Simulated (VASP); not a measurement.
Method: PBE GGA, VASP's PBE PAW potentials (set 64) (plane waves; VASP).

Input for VASP

### KPOINTS
```
Automatic mesh
0
Gamma
13 13 7
0 0 0
```

**POSCAR**
```
Zr
1
    1.6144463434    -2.7963030387     0.0000000000
    1.6144463434     2.7963030387     0.0000000000
    0.0000000000    -0.0000000000     5.1733133976
Zr
2
Direct
  0.3333330000   0.6666670000   0.2500000000
  0.6666670000   0.3333330000   0.7500000000
```

INCAR:
```
SYSTEM=Zr
PREC=Accurate; ENCUT=500; LREAL=F
LASPH=T
EDIFF=1E-6; NELM=100; ALGO=Normal
LMAXMIX=4
ISMEAR=1; SIGMA=0.1
GGA=PE
IBRION=2; NSW=40; ISIF=3
EDIFFG=-0.02
LWAVE=F; LCHARG=F
```

POTCAR, in this order: Zr_sv (PBE.64 set). Program: vasp_std.

Q: Predict the energy per atom (σ→0), volume per atom, band gap (on the k-mesh).

A: 
| Property | Result |
|---|---|
| energy per atom (σ→0) | -8.520 eV/atom |
| band gap (on the k-mesh) | none (metal, semimetal or under 0.01 eV) |
| volume per atom | 23.40 Å^3/atom |

**OSZICAR**
```
...
       N       E                     dE             d eps       ncg     rms          rms(c)
DAV:   1    -0.170404229897E+02   -0.95464E-03   -0.49896E-02  2688   0.218E+00    0.205E-01
DAV:   2    -0.170397111634E+02    0.71183E-03   -0.19875E-03  3112   0.386E-01    0.854E-02
DAV:   3    -0.170395203817E+02    0.19078E-03   -0.89978E-04  4256   0.230E-01    0.397E-02
DAV:   4    -0.170395316112E+02   -0.11229E-04   -0.28125E-05  3408   0.456E-02    0.176E-02
DAV:   5    -0.170395387981E+02   -0.71869E-05   -0.12397E-05  3584   0.229E-02    0.470E-03
DAV:   6    -0.170395396149E+02   -0.81679E-06   -0.41968E-07  1672   0.671E-03
   4 F= -.17039540E+02 E0= -.17039607E+02  d E =-.706572E-04
```

The compound is Zr in the hcp structure. This run relaxes it. Symmetry was kept, so distortions that lower it aren't found.
